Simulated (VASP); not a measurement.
Given:

```
CELL_PARAMETERS angstrom
      3.08334     0.00000     0.00000
      0.00000     3.08334     0.00000
      0.00000     0.00000     3.08334
ATOMIC_POSITIONS crystal
  Sb 0.00000 0.00000 0.00000
```

Level of theory: r2SCAN meta-GGA, VASP's PBE PAW potentials (set 64) (plane waves; VASP). Numerical set-up: 400 eV cut-off, 11×11×11 Γ-centred mesh, first-order Methfessel-Paxton smearing of 0.10 eV, potentials Sb.

Problem. The ions, cell shape and volume are relaxed. Which structure does the run end with?

Solution. 
```
CELL_PARAMETERS angstrom
      3.09448     0.00000     0.00000
      0.00000     3.09448     0.00000
      0.00000     0.00000     3.09448
ATOMIC_POSITIONS crystal
  Sb 0.00000 0.00000 0.00000
```
Space group Pm-3m (221), at a tolerance of 0.03 Å.

Problem. How do energy and volume change from the first to the last step?

Solution. The energy (σ→0) changes by -0.6 meV/atom and the volume by +1.1 %, in 3 ionic steps.

The structure comes from a computed database's Sb entry (Pm-3m); how it stands against other phases isn't given here. This run relaxes it. Symmetry was kept, so distortions that lower it aren't found.
